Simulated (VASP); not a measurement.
These are LDA (Ceperley-Alder, Perdew-Zunger), VASP's LDA PAW potentials (set 64) (plane waves; VASP) values and carry that method's errors.

The input files of a VASP run:

**INCAR**
```
SYSTEM = SnO2
PREC = Accurate
ENCUT = 620
EDIFF = 1E-6
NELM = 100
ALGO = Normal
LREAL = .FALSE.
LASPH = .TRUE.
ISMEAR = 0
SIGMA = 0.05
LMAXMIX = 4
LWAVE = .FALSE.
LCHARG = .FALSE.
IBRION = 2
ISIF = 3
NSW = 40
EDIFFG = -0.02
PSTRESS = 300
```

### POSCAR
```
SnO2
1
    4.5761001609     0.0000000000     0.0000000000
    0.0000000000     4.5761001609     0.0000000000
    0.0000000000     0.0000000000     3.1464245715
Sn O
2 4
Direct
  0.0000000000   0.0000000000   0.0000000000
  0.5000000000   0.5000000000   0.5000000000
  0.3052232648   0.3052232648   0.0000000000
  0.8052232648   0.1947767352   0.5000000000
  0.1947767352   0.8052232648   0.5000000000
  0.6947767352   0.6947767352   0.0000000000
```

### KPOINTS
```
Automatic mesh
0
Gamma
5 5 7
0 0 0
```

POTCAR, in this order: Sn_d O (LDA.64 set). Program: vasp_std.

The resulting files:

OSZICAR:
```
       N       E                     dE             d eps       ncg     rms          rms(c)
DAV:   1     0.698349357032E+03    0.69835E+03   -0.29287E+04  1636   0.301E+03
DAV:   2     0.608388475166E+02   -0.63751E+03   -0.61084E+03  1634   0.758E+02
DAV:   3    -0.426396457862E+02   -0.10348E+03   -0.10194E+03  1621   0.244E+02
DAV:   4    -0.482629946757E+02   -0.56233E+01   -0.55904E+01  1791   0.610E+01
DAV:   5    -0.484220406224E+02   -0.15905E+00   -0.15896E+00  1814   0.107E+01    0.168E+01
DAV:   6    -0.420176657267E+02    0.64044E+01   -0.23958E+01  2414   0.724E+01    0.654E+00
DAV:   7    -0.420518061196E+02   -0.34140E-01   -0.21475E+00  1663   0.899E+00    0.345E+00
DAV:   8    -0.419748570458E+02    0.76949E-01   -0.26929E-01  2145   0.636E+00    0.699E-01
DAV:   9    -0.419601504914E+02    0.14707E-01   -0.73152E-02  2336   0.450E+00    0.166E-01
DAV:  10    -0.419602265240E+02   -0.76033E-04   -0.42867E-03  1724   0.515E-01    0.632E-02
DAV:  11    -0.419602347244E+02   -0.82004E-05   -0.22116E-04  2141   0.140E-01    0.211E-02
DAV:  12    -0.419602341927E+02    0.53165E-06   -0.17482E-05  1950   0.822E-02    0.108E-02
DAV:  13    -0.419602317796E+02    0.24131E-05   -0.11791E-05  1896   0.524E-02    0.204E-03
DAV:  14    -0.419602318879E+02   -0.10836E-06   -0.15435E-06  1271   0.145E-02
   1 F= -.29622963E+02 E0= -.29622963E+02  d E =-.296230E+02
       N       E                     dE             d eps       ncg     rms          rms(c)
DAV:   1    -0.442872808410E+02   -0.23270E+01   -0.87127E+01  1925   0.157E+02    0.136E+01
DAV:   2    -0.411788681241E+02    0.31084E+01   -0.83787E+00  2082   0.435E+01    0.496E+00
DAV:   3    -0.405550345179E+02    0.62383E+00   -0.14977E+00  2259   0.325E+01    0.130E+00
DAV:   4    -0.404925584379E+02    0.62476E-01   -0.24711E-01  2327   0.128E+01    0.419E-01
DAV:   5    -0.404955755673E+02   -0.30171E-02   -0.88224E-02  1791   0.246E+00    0.179E-01
DAV:   6    -0.404940538777E+02    0.15217E-02   -0.49212E-03  2006   0.576E-01    0.840E-02
DAV:   7    -0.404940361183E+02    0.17759E-04   -0.20608E-04  1881   0.130E-01    0.719E-02
DAV:   8    -0.404939775015E+02    0.58617E-04   -0.13620E-04  2346   0.214E-01    0.814E-03
DAV:   9    -0.404939791204E+02   -0.16189E-05   -0.35776E-05  2330   0.580E-02    0.699E-03
DAV:  10    -0.404939792026E+02   -0.82192E-07   -0.15790E-06  1258   0.923E-03
   2 F= -.29329686E+02 E0= -.29329686E+02  d E =0.293276E+00
       N       E                     dE             d eps       ncg     rms          rms(c)
DAV:   1    -0.434253890072E+02   -0.29314E+01   -0.47209E+01  1953   0.139E+02    0.896E+00
DAV:   2    -0.420207107953E+02    0.14047E+01   -0.39658E+00  2075   0.265E+01    0.344E+00
DAV:   3    -0.416946086776E+02    0.32610E+00   -0.75959E-01  2179   0.194E+01    0.798E-01
DAV:   4    -0.416656364522E+02    0.28972E-01   -0.13251E-01  2344   0.808E+00    0.321E-01
DAV:   5    -0.416656899738E+02   -0.53522E-04   -0.38705E-02  1839   0.159E+00    0.103E-01
DAV:   6    -0.416645889548E+02    0.11010E-02   -0.18099E-03  1735   0.360E-01    0.751E-02
DAV:   7    -0.416646028390E+02   -0.13884E-04   -0.18762E-04  1904   0.127E-01    0.556E-02
DAV:   8    -0.416645460746E+02    0.56764E-04   -0.13503E-04  2048   0.210E-01    0.535E-03
DAV:   9    -0.416645478105E+02   -0.17359E-05   -0.23506E-05  1692   0.327E-02    0.469E-03
DAV:  10    -0.416645478195E+02   -0.90413E-08   -0.31107E-07   975   0.688E-03
   3 F= -.29685238E+02 E0= -.29685238E+02  d E =-.622753E-01
       N       E                     dE             d eps       ncg     rms          rms(c)
DAV:   1    -0.416568138142E+02    0.77340E-02   -0.41350E-03  1918   0.118E+00    0.874E-02
DAV:   2    -0.416566805444E+02    0.13327E-03   -0.36697E-04  2068   0.265E-01    0.321E-02
DAV:   3    -0.416566524200E+02    0.28124E-04   -0.60529E-05  2239   0.198E-01    0.826E-03
DAV:   4    -0.416566492586E+02    0.31614E-05   -0.78117E-06  1907   0.807E-02    0.175E-03
DAV:   5    -0.416566494239E+02   -0.16532E-06   -0.37972E-06  1357   0.176E-02
   4 F= -.29685280E+02 E0= -.29685280E+02  d E =-.623176E-01
       N       E                     dE             d eps       ncg     rms          rms(c)
DAV:   1    -0.416520443099E+02    0.46049E-02   -0.62584E-01  1510   0.608E+00    0.551E-01
DAV:   2    -0.416486857088E+02    0.33586E-02   -0.34168E-02  1868   0.195E+00    0.306E-01
DAV:   3    -0.416456601921E+02    0.30255E-02   -0.44920E-03  2285   0.940E-01    0.675E-02
DAV:   4    -0.416456817220E+02   -0.21530E-04   -0.12660E-03  1978   0.272E-01    0.248E-02
DAV:   5    -0.416456733751E+02    0.83469E-05   -0.48652E-05  2005   0.767E-02    0.974E-03
DAV:   6    -0.416456729465E+02    0.42857E-06   -0.77159E-06  1929   0.239E-02
   5 F= -.29686832E+02 E0= -.29686832E+02  d E =-.155140E-02
       N       E                     dE             d eps       ncg     rms          rms(c)
DAV:   1    -0.416489040046E+02   -0.32306E-02   -0.30506E-02  1504   0.135E+00    0.121E-01
DAV:   2    -0.416487426007E+02    0.16140E-03   -0.16683E-03  1882   0.435E-01    0.674E-02
DAV:   3    -0.416485958306E+02    0.14677E-03   -0.21965E-04  2277   0.208E-01    0.148E-02
DAV:   4    -0.416485969495E+02   -0.11189E-05   -0.61660E-05  1964   0.599E-02    0.545E-03
DAV:   5    -0.416485965182E+02    0.43130E-06   -0.19408E-06  1304   0.164E-02
   6 F= -.29686968E+02 E0= -.29686968E+02  d E =-.168769E-02
       N       E                     dE             d eps       ncg     rms          rms(c)
DAV:   1    -0.416448055767E+02    0.37914E-02   -0.97860E-02  1592   0.233E+00    0.177E-01
DAV:   2    -0.416444535658E+02    0.35201E-03   -0.22454E-03  2221   0.509E-01    0.990E-02
DAV:   3    -0.416442277997E+02    0.22577E-03   -0.23648E-04  2397   0.253E-01    0.214E-02
DAV:   4    -0.416442229097E+02    0.48900E-05   -0.62340E-05  2214   0.685E-02    0.577E-03
DAV:   5    -0.416442228814E+02    0.28234E-07   -0.24284E-06  1382   0.185E-02
   7 F= -.29687382E+02 E0= -.29687382E+02  d E =-.413905E-03
```

OUTCAR:
```
------------------------ aborting loop because EDIFF is reached ----------------------------------------
  FORCE on cell =-STRESS in cart. coord.  units (eV):
  Direction    XX          YY          ZZ          XY          YZ          ZX
  --------------------------------------------------------------------------------------
  Total       11.9727984     11.9727984     12.0271974     -0.0000000      0.0000000      0.0000000
  in kB      300.4003765    300.4003765    301.7652608     -0.0000000      0.0000000      0.0000000
  external PRESSURE =       0.8553379 kB  Pullay stress =     300.0000000 kB
  volume of cell :       63.86
      direct lattice vectors                 reciprocal lattice vectors
     4.518243826 -0.000000000  0.000000000     0.221324930  0.000000000  0.000000000
    -0.000000000  4.518243826  0.000000000     0.000000000  0.221324930  0.000000000
     0.000000000  0.000000000  3.127997900     0.000000000  0.000000000  0.319693309
 POSITION                                       TOTAL-FORCE (eV/Angst)
 -----------------------------------------------------------------------------------
      0.00000     -0.00000      0.00000         0.000000     -0.000000     -0.000000
      2.25912      2.25912      1.56400         0.000000     -0.000000     -0.000000
      1.37899      1.37899      0.00000         0.011762      0.011762     -0.000000
      3.63811      0.88013      1.56400         0.011762     -0.011762      0.000000
      0.88013      3.63811      1.56400        -0.011762      0.011762     -0.000000
      3.13925      3.13925      0.00000        -0.011762     -0.011762      0.000000
 -----------------------------------------------------------------------------------
    total drift:                                0.000000     -0.000000      0.000000
  FREE ENERGIE OF THE ION-ELECTRON SYSTEM (eV)
  ---------------------------------------------------
  free  energy   TOTEN  =       -41.6442228814 eV

  energy  without entropy=      -41.6442228814  energy(sigma->0) =      -41.64422288
  enthalpy is  TOTEN    =       -29.6873819191 eV   P V=       11.9568409623

 reached required accuracy - stopping structural energy minimisation
```
(Selected blocks of OUTCAR.)

CONTCAR:
```
SnO2
   1.00000000000000
     4.5182438256923030   -0.0000000000000000    0.0000000000000000
    -0.0000000000000000    4.5182438256923030    0.0000000000000000
     0.0000000000000000    0.0000000000000000    3.1279979001182339
  Sn              O
     2     4
Direct
     0.0000000000000000    0.0000000000000000    0.0000000000000000
     0.5000000000000000    0.5000000000000000    0.5000000000000000
     0.3052054767519057    0.3052054767519057    0.0000000000000000
     0.8052054767519058    0.1947945232480942    0.5000000000000000
     0.1947945232480942    0.8052054767519058    0.5000000000000000
     0.6947945232480942    0.6947945232480942    0.0000000000000000
```

Energy and stress use the plane-wave basis of the starting cell.

The compound is SnO2 in the rutile structure. This run relaxes it under an external pressure of 30 GPa. Symmetry was kept, so distortions that lower it aren't found.
